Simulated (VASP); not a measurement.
A convergence study with VASP on HfO₂ (fluorite): one setting is varied, all else stays as given below, so the limit is that of these other settings.

```
HfO2
1.0
    0.00000     2.54000     2.54000
    2.54000     0.00000     2.54000
    2.54000     2.54000     0.00000
Hf O
1 2
Cartesian
  0.00000   0.00000   0.00000
  1.27000   1.27000   1.27000
  3.81000   3.81000   3.81000
```

All values below come from PBEsol GGA, VASP's PBE PAW potentials (set 64) (plane waves; VASP 6.6.1). The tightest run used: 700 eV cut-off, 12×12×12 Monkhorst-Pack mesh, Gaussian smearing of 0.050 eV, potentials Hf_pv O.

```
setting     E (eV/atom)  pressure (GPa)  irreducible k-points
----------  -----------  --------------  --------------------
1×1×1 mesh     -10.6431          -36.34                     1
2×2×2 mesh     -10.5652           -9.80                     2
3×3×3 mesh     -10.5354           -9.21                     4
```

**Question.** These are the cheaper rows. Estimate the results at 12×12×12 mesh, and how far the last row shown lies from them.

**Answer.** 
```
quantity        tightest run  last row shown is off by
--------------  ------------  ------------------------
E (eV/atom)         -10.5388                    0.0034
pressure (GPa)         -9.19                     -0.02
```

Left out are rungs that failed or repeat a setting and relaxations that didn't move; long series are thinned to 24 rows.

The compound is HfO2 in the fluorite structure, the high-temperature cubic form, which is unstable at 0 K; the monoclinic form is the stable one. The cell was not relaxed at this level.
